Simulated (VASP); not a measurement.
Runs of VASP 6.6.1 on Si48H16CF4. The cell holds a slab with vacuum, 69 atoms: a = 10.862 Å, b = 10.862 Å, c = 23.428 Å, α = 90.00°, β = 90.00°, γ = 90.00°. The cell was built by a generator and needn't be a form met in nature.

| level | potentials or basis | gap on the mesh (eV) | largest force (eV/Å) |
| --- | --- | --- | --- |
| PBE | VASP PAW PBE potentials, release 64 (Si, H, C, F) | 0.49 | (a) |
| PBEsol | VASP PAW PBE potentials, release 64 (Si, H, C, F) | 0.44 | 0.39 |
| LDA | VASP PAW LDA potentials, release 64 (Si, H, C, F) | 0.43 | (b) |
| optB86b-vdW | VASP PAW PBE potentials, release 64 (Si, H, C, F) | 0.49 | 0.36 |
| RPBE | VASP PAW PBE potentials, release 64 (Si, H, C, F) | 0.51 | (c) |

Alike in all rows: task single point; no spin polarisation; cell as given; k mesh 1 × 1 × 1; cutoff (eV) 400; smearing gaussian 0.05 eV.

**Question.** Estimate the missing entries.

**Answer.** (a) 0.37; (b) 0.85; (c) 0.42.

Caveats: the PAW data sets were made with another functional, which shifts forces and pressure a little (some runs).

A k mesh can miss the band edges.

Not every run made on this cell is shown here.
